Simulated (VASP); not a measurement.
Data:

```yaml
crystal:
  lattice:
    - [0.00000, 2.54500, 2.54500]
    - [2.54500, 0.00000, 2.54500]
    - [2.54500, 2.54500, 0.00000]
  atoms:
    - { symbol: Zr, position: [0.00000, 0.00000, 0.00000] }
    - { symbol: O, position: [0.25000, 0.25000, 0.25000] }
    - { symbol: O, position: [0.75000, 0.75000, 0.75000] }
```

Method: PBE GGA with D3 dispersion (Becke-Johnson damping), VASP's PBE PAW potentials (set 64) (plane waves; VASP). Numerical set-up: 520 eV cut-off, 7×7×7 Γ-centred mesh, Gaussian smearing of 0.050 eV, potentials Zr_sv O.

### Question
What does the run give for the energy per atom (σ→0)?

### Answer

The energy per atom (σ→0) is -9.787 eV/atom.

Only differences to runs with the same potentials and settings are physical.

The compound is ZrO2 in the fluorite structure, the high-temperature cubic form, which is unstable at 0 K; the monoclinic form is the stable one. The cell was not relaxed at this level. The start is the result of an earlier pass.
